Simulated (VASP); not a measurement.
```yaml
crystal:
  lattice:
    - [0.00000, 1.96389, 1.96389]
    - [1.96389, 0.00000, 1.96389]
    - [7.97760, 7.97760, -0.12206]
  atoms:
    - { symbol: Ir, position: [0.98320, 0.98320, 0.01260] }
    - { symbol: Ir, position: [0.01680, 0.01680, 0.23740] }
    - { symbol: Au, position: [0.01069, 0.01069, 0.49198] }
    - { symbol: Au, position: [0.98931, 0.98931, 0.75802] }
```

Computed with PBEsol GGA, VASP's PBE PAW potentials (set 64) (plane waves; VASP). Numerical set-up: 400 eV cut-off, Gaussian smearing of 0.050 eV, potentials Ir Au.

**Question.** Give the energies of bands 10 to 23 at the high-symmetry points, in eV from the Fermi level.

**Answer.** 
```
band      Γ      T     H2      L     S0      F
----  -----  -----  -----  -----  -----  -----
10    -4.70  -4.08  -4.54  -3.75  -4.50  -4.11
11    -3.69  -3.66  -4.39  -3.64  -4.46  -3.44
12    -3.69  -3.66  -4.22  -2.73  -4.21  -3.13
13    -3.53  -3.60  -3.67  -2.37  -3.68  -2.76
14    -3.53  -3.60  -2.58  -2.23  -2.59  -1.60
15    -3.42  -3.04  -2.55  -1.61  -2.54  -1.55
16    -2.73  -2.96  -1.99  -1.53  -2.00  -0.86
17    -2.73  -2.96  -1.83  -1.48  -1.83  -0.73
18    -2.58  -2.62  -0.81   0.09  -0.80  -0.26
19    -2.58  -2.32   0.07   0.73   0.06   0.24
20    -1.12  -2.32   0.14   0.81   0.16   0.81
21    -1.12  -1.11   3.58   1.14   3.54   1.16
22    -0.99  -1.11   3.79   1.33   3.83   1.23
23     0.37   0.32   4.29   2.75   4.27   2.77
```

It has no gap at this level: it comes out as a metal or semimetal.

The structure was generated: Au2Ir2 was put into an ordered model structure (R-3m), which need not be its known phase. It was relaxed first.
